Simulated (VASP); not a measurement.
# LuBRu (Pnma) in VASP: single point with PBE

Aim: the single point of LuBRu with PBE.

Everything below comes from runs of VASP 6.6.1. Logs are shortened: lines on timing, memory, paths and dates and some standing lists are left out, and cuts for length are marked.

## 1. Starting point

The structure is orthorhombic, space group Pnma (No. 62). Conventional cell: a = 6.422 Å, b = 3.731 Å, c = 7.382 Å, α = 90.00°, β = 90.00°, γ = 90.00°. Lu (site symmetry m) is surrounded by 5 B at 2.70 to 2.74 Å and 6 Ru at 2.89 to 3.03 Å. B (site symmetry m) is surrounded by 4 Ru at 2.36 to 2.51 Å and 4 Lu at 2.70 to 2.71 Å. Ru (site symmetry m) has 4 B at 2.36 to 2.51 Å and 2 Ru at 2.71 Å as nearest neighbours.

The cell was built by a generator and needn't be a form met in nature.

## 2. Single point, PBE

The input, INCAR:

```
  PREC = Accurate
  ENCUT = 520
  EDIFF = 1E-6
  ISMEAR = 0
  SIGMA = 0.0283
  LREAL = F
  LASPH = T
  NELM = 80
  ALGO = Normal
  ISIF = 2
  LWAVE = F
  LCHARG = T
  GGA = PE
  LELF = T
  LVHAR = T
  NBANDS = 96
```

The input, KPOINTS:

```
regular mesh
0
Gamma
  5 9 5
```

The input, POSCAR:

```
LuBRu
1.0
    6.4222260000      0.0000000000      0.0000000000
    0.0000000000      3.7309180000      0.0000000000
    0.0000000000      0.0000000000      7.3817940000
Lu B Ru
4 4 4
Direct
    0.0248800000      0.2500000000      0.6783500000
    0.4751200000      0.7500000000      0.1783500000
    0.5248800000      0.2500000000      0.8216500000
    0.9751200000      0.7500000000      0.3216500000
    0.2742000000      0.2500000000      0.3765000000
    0.2258000000      0.7500000000      0.8765000000
    0.7742000000      0.2500000000      0.1235000000
    0.7258000000      0.7500000000      0.6235000000
    0.1378000000      0.2500000000      0.0572000000
    0.3622000000      0.7500000000      0.5572000000
    0.6378000000      0.2500000000      0.4428000000
    0.8622000000      0.7500000000      0.9428000000
```

Potentials or basis: VASP PAW PBE potentials, release 64 (Lu, B, Ru_pv).

Run with:

```bash
$ cat potpaw_PBE.64/Lu/POTCAR potpaw_PBE.64/B/POTCAR potpaw_PBE.64/Ru_pv/POTCAR > POTCAR
$ mpirun -np 1 vasp_std > vasp.out
```

OUTCAR:

```text
PREC = Accurate
   ENCUT = 520
   EDIFF = 1E-6
   ISMEAR = 0
   LREAL = F
   LASPH = T
   NELM = 80
   ISIF = 2
   GGA = PE

 ion  position               nearest neighbor table
   1  0.025  0.250  0.678-   6 2.70   6 2.70   8 2.71   8 2.71   5 2.74   9 2.89  12 2.90  12 2.90
                            10 3.00  10 3.00  11 3.03   4 3.24   4 3.24   3 3.38   3 3.38
   2  0.475  0.750  0.178-   5 2.70   5 2.70   7 2.71   7 2.71   6 2.74  10 2.89  11 2.90  11 2.90
                             9 3.00   9 3.00  12 3.03   3 3.24   3 3.24   4 3.38   4 3.38
   3  0.525  0.250  0.822-   8 2.70   8 2.70   6 2.71   6 2.71   7 2.74  11 2.89  10 2.90  10 2.90
                            12 3.00  12 3.00   9 3.03   2 3.24   2 3.24   1 3.38   1 3.38
   4  0.975  0.750  0.322-   7 2.70   7 2.70   5 2.71   5 2.71   8 2.74  12 2.89   9 2.90   9 2.90
                            11 3.00  11 3.00  10 3.03   1 3.24   1 3.24   2 3.38   2 3.38
   5  0.274  0.250  0.377-  10 2.36  10 2.36  11 2.39   9 2.51   2 2.70   2 2.70   4 2.71   4 2.71
                             1 2.74
   6  0.226  0.750  0.877-   9 2.36   9 2.36  12 2.39  10 2.51   1 2.70   1 2.70   3 2.71   3 2.71
                             2 2.74
   7  0.774  0.250  0.123-  12 2.36  12 2.36   9 2.39  11 2.51   4 2.70   4 2.70   2 2.71   2 2.71
                             3 2.74
   8  0.726  0.750  0.623-  11 2.36  11 2.36  10 2.39  12 2.51   3 2.70   3 2.70   1 2.71   1 2.71
                             4 2.74
   9  0.138  0.250  0.057-   6 2.36   6 2.36   7 2.39   5 2.51  12 2.71  12 2.71   1 2.89   4 2.90
                             4 2.90   2 3.00   2 3.00   3 3.03
  10  0.362  0.750  0.557-   5 2.36   5 2.36   8 2.39   6 2.51  11 2.71  11 2.71   2 2.89   3 2.90
                             3 2.90   1 3.00   1 3.00   4 3.03
  11  0.638  0.250  0.443-   8 2.36   8 2.36   5 2.39   7 2.51  10 2.71  10 2.71   3 2.89   2 2.90
                             2 2.90   4 3.00   4 3.00   1 3.03
  12  0.862  0.750  0.943-   7 2.36   7 2.36   6 2.39   8 2.51   9 2.71   9 2.71   4 2.89   1 2.90
                             1 2.90   3 3.00   3 3.00   2 3.03

  LATTYP: Found a simple orthorhombic cell.
 ALAT       =     3.7309180000
 B/A-ratio  =     1.7213527609
 C/A-ratio  =     1.9785462988

  Lattice vectors:

 A1 = (   0.0000000000,  -3.7309180000,   0.0000000000)
 A2 = (   6.4222260000,   0.0000000000,   0.0000000000)
 A3 = (   0.0000000000,   0.0000000000,   7.3817940000)

Analysis of symmetry for initial positions (statically):
=====================================================================
 Subroutine PRICEL returns:
 Original cell was already a primitive cell.

 Routine SETGRP: Setting up the symmetry group for a
 simple orthorhombic supercell.

 Subroutine GETGRP returns: Found  8 space group operations
 (whereof  2 operations were pure point group operations)
[... 157 lines left out ...]
     AMIX     =   0.40;   BMIX     =  1.00
     AMIX_MAG =   1.60;   BMIX_MAG =  1.00
  volume/ion in A,a.u.               =      14.74        99.47
  Fermi-wavevector in a.u.,A,eV,Ry     =   1.609250  3.041042 35.234812  2.589686
  Thomas-Fermi vector in A             =   2.704990
   LORBIT       =      0    0 simple, 1 ext, 2 COOP (PROOUT), +10 PAW based schemes
   GGA     = PE    functional components
   LHFCALC =     F    Hartree Fock is set to
   AEXX    =    0.0000 exact exchange contribution
   IVDW    =     0    specifies the selected vdW correction
   LEPSILON=     F    determine dielectric tensor
   LRPA    =     F    only Hartree local field effects (RPA)
 non-spin polarized calculation
 Gauss-broadening in eV      SIGMA  =   0.03
  energy-cutoff  :      520.00
  volume of cell :      176.87
 maximum number of plane-waves:      4803
 NGX is ok and might be reduce to    48
   NGX = 23   NGY = 13   NGZ = 27

 number of electron     167.9999987 magnetization

 Free energy of the ion-electron system (eV)
  ---------------------------------------------------
  ext. energy  EPLUGINS =         0.00000000
  ---------------------------------------------------
  free energy    TOTEN  =       -85.47859374 eV

  energy without entropy =      -85.47443457  energy(sigma->0) =      -85.47651415

 E-fermi :   6.1571     XC(G=0): -12.5773

 val. band max:        6.1568123102   @ k =   0.0000   0.2222   0.0000
 cond. band min:       6.1581617179   @ k =   0.4000   0.2222   0.0000
 fundamental gap:      0.0013494077
 Fermi energy:         6.1570840189

 k-point     1 :       0.0000    0.0000    0.0000
  band No.  band energies     occupation
      1     -49.0128      2.00000
      2     -48.9992      2.00000
      3     -48.9898      2.00000
      4     -48.9755      2.00000
      5     -36.2616      2.00000
      6     -36.2603      2.00000
[... 2365 lines left out ...]
     95       9.7851      0.00000
     96      10.0007      0.00000

 [... further k-points ...]

------------------------ aborting loop because EDIFF is reached ----------------------------------------

  FORCE on cell =-STRESS in cart. coord.  units (eV):
  Direction    XX          YY          ZZ          XY          YZ          ZX
  --------------------------------------------------------------------------------------
  -------------------------------------------------------------------------------------
  Total       -0.3083482    -10.7178410     -1.4319469      0.0000000      0.0000000      0.0000000
  in kB       -2.7931146    -97.0855692    -12.9710248      0.0000000      0.0000000      0.0000000
  external PRESSURE =     -37.6165695 kB  Pullay stress =       0.0000000 kB

 VOLUME and BASIS-vectors are now :
 -----------------------------------------------------------------------------
  energy-cutoff  :      520.00
  volume of cell :      176.87
      direct lattice vectors                 reciprocal lattice vectors
     6.422226000  0.000000000  0.000000000     0.155709251  0.000000000  0.000000000
     0.000000000  3.730918000  0.000000000     0.000000000  0.268030549  0.000000000
     0.000000000  0.000000000  7.381794000     0.000000000  0.000000000  0.135468424

 POSITION                                       TOTAL-FORCE (eV/Angst)
 -----------------------------------------------------------------------------------
      0.15978      0.93273      5.00744         0.255217      0.000000     -0.402982
      3.05133      2.79819      1.31654        -0.255217      0.000000     -0.402982
      3.37090      0.93273      6.06525         0.255217     -0.000000      0.402982
      6.26244      2.79819      2.37435        -0.255217      0.000000      0.402982
      1.76097      0.93273      2.77925         0.820411     -0.000000      0.443313
      1.45014      2.79819      6.47014        -0.820411     -0.000000      0.443313
      4.97209      0.93273      0.91165         0.820411      0.000000     -0.443313
      4.66125      2.79819      4.60255        -0.820411      0.000000     -0.443313
      0.88498      0.93273      0.42224         0.247110      0.000000     -0.436956
      2.32613      2.79819      4.11314        -0.247110     -0.000000     -0.436956
      4.09610      0.93273      3.26866         0.247110      0.000000      0.436956
      5.53724      2.79819      6.95956        -0.247110      0.000000      0.436956
 -----------------------------------------------------------------------------------
    total drift:                                0.000000      0.000000     -0.000000

  FREE ENERGIE OF THE ION-ELECTRON SYSTEM (eV)
  ---------------------------------------------------
  free  energy   TOTEN  =       -85.4785937391 eV

  energy  without entropy=      -85.4744345676  energy(sigma->0) =      -85.47651415
```

Wall time 9.9 min (1 thread of Intel Xeon 6975P-C (Granite Rapids), shared host); peak memory 0.66 GiB.

Results:

| Item | Value |
| --- | --- |
| Free energy | -85.4786 eV |
| Pressure | -3.8 GPa |
| Largest force | 0.933 eV/Å |
| Band gap on the k mesh | none (metal or under the smearing width) |

Forces in eV/Å, atoms in the order of the input:
```
Lu   0.255  0.000 -0.403
Lu  -0.255  0.000 -0.403
Lu   0.255  0.000  0.403
Lu  -0.255  0.000  0.403
B    0.820  0.000  0.443
B   -0.820  0.000  0.443
B    0.820  0.000 -0.443
B   -0.820  0.000 -0.443
Ru   0.247  0.000 -0.437
Ru  -0.247  0.000 -0.437
Ru   0.247  0.000  0.437
Ru  -0.247  0.000  0.437
```
